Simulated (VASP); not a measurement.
SrPb3 (space group Pm-3m): computed properties

Level of theory: PBEsol GGA, VASP's PBE PAW potentials (set 64) (plane waves; VASP).

- space group = Pm-3m (221)
- cell = a = b = c = 4.936 Å, α = β = γ = 90.00°
- volume per atom = 30.07 Å³/atom
- band gap (over mesh and band path) = none (metal, semimetal or under 0.01 eV)
- density = 9.79 g/cm³

```
Pb3Sr
1.0
    4.93640     0.00000     0.00000
    0.00000     4.93640     0.00000
    0.00000     0.00000     4.93640
Sr Pb
1 3
Direct
  0.00000   0.00000   0.00000
  0.00000   0.50000   0.50000
  0.50000   0.00000   0.50000
  0.50000   0.50000   0.00000
```

Unless said otherwise, spin-orbit coupling is left out, though it shifts the bands of the heavy elements here.

The structure comes from a computed database's SrPb3 entry (Pm-3m); how it stands against other phases isn't given here. It was relaxed first. Symmetry was kept, so distortions that lower it aren't found.
